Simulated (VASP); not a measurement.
Method: LDA (Ceperley-Alder, Perdew-Zunger), VASP's LDA PAW potentials (set 64) (plane waves; VASP 6.6.1).

VASP ran on this input.

### INCAR
```
PREC = Normal
SIGMA = 0.05   ! width (eV)
NELM = 100   ! most electronic steps
LMAXMIX = 6   ! l cut-off of mixed one-centre charges
NELMIN = 4
LCHARG = .False.
LREAL = .False.   ! projection in real space or not
ISIF = 2   ! forces and stress, cell fixed
LASPH = .True.
ISMEAR = 0   ! Gaussian
EDIFFG = -0.03
LWAVE = .False.
SYSTEM = PtSe2
ALGO = Fast   ! Davidson, then RMM-DIIS
ENCUT = 400
IBRION = 2
EDIFF = 1E-5   ! SCF stop (eV)
NSW = 20   ! most ionic steps
```

### POSCAR
```
PtSe2
1
    3.7417686239    -0.0000000000     0.0000000000
   -1.8708843119     3.2404669293     0.0000000000
    0.0000000000     0.0000000000     4.7698985576
Pt Se
1 2
Direct
  0.0000000000   0.0000000000   0.0000000000
  0.3333330000   0.6666670000   0.2550000000
  0.6666670000   0.3333330000   0.7450000000
```

KPOINTS:
```
Automatic mesh
0
Gamma
9 9 6
0 0 0
```

POTCAR, in this order: Pt Se (LDA.64 set). Program: vasp_std.

Unless said otherwise, spin-orbit coupling is left out, though it shifts the bands of the heavy elements here.

Estimate the energy per atom (σ→0), band gap (on the k-mesh).

| Item | Value |
|---|---|
| energy per atom (σ→0) | -5.697 eV/atom |
| band gap (on the k-mesh) | none (metal, semimetal or under 0.01 eV) |

**OSZICAR**
```
...
   2 F= -.17085746E+02 E0= -.17085008E+02  d E =-.254738E-01
       N       E                     dE             d eps       ncg     rms          rms(c)
DAV:   1    -0.170886370770E+02   -0.28929E-02   -0.62067E-01  1909   0.469E+00    0.379E-01
RMM:   2    -0.170902229115E+02   -0.15858E-02   -0.21834E-02  1860   0.955E-01    0.185E-01
RMM:   3    -0.170903498772E+02   -0.12697E-03   -0.18621E-03  1860   0.344E-01    0.109E-01
RMM:   4    -0.170903553648E+02   -0.54875E-05   -0.28012E-04  1854   0.125E-01    0.537E-02
RMM:   5    -0.170903535185E+02    0.18463E-05   -0.48749E-05  1553   0.542E-02
   3 F= -.17090354E+02 E0= -.17089825E+02  d E =-.300816E-01
```

The compound is PtSe2 in the 1T layered structure. This run relaxes the ions in a fixed cell. Symmetry was kept, so distortions that lower it aren't found.
